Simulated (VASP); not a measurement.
Input:

```
CELL_PARAMETERS angstrom
      0.00000     3.34998     3.34998
      3.34998     0.00000     3.34998
      3.34998     3.34998     0.00000
ATOMIC_POSITIONS crystal
  Li 0.75000 0.75000 0.75000
  Li 0.25000 0.25000 0.25000
  Li 0.50000 0.50000 0.50000
  Bi 0.00000 0.00000 0.00000
```

All values below come from HSE06 screened hybrid, VASP's PBE PAW potentials (set 64) (plane waves; VASP). Settings: 500 eV cut-off, 4×4×4 Γ-centred mesh, Gaussian smearing of 0.050 eV, potentials Li_sv Bi_d.

Unless said otherwise, spin-orbit coupling is left out, though it shifts the bands of the heavy elements here.

### Question
Estimate the energy per atom (σ→0), band gap (over the mesh, the named points and PBE's band edges) with the smallest direct gap where there is one.

### Answer

| Property | Value |
|---|---|
| band gap (over the mesh, the named points and PBE's band edges) | 0.82 eV |
| smallest direct gap (over the mesh, the named points and PBE's band edges) | 1.60 eV |
| energy per atom (σ→0) | -3.246 eV/atom |

The absolute energy has meaning only against runs of the same code, potentials and settings.

The structure comes from a computed database's Li3Bi entry (Fm-3m); how it stands against other phases isn't given here. It was relaxed first.
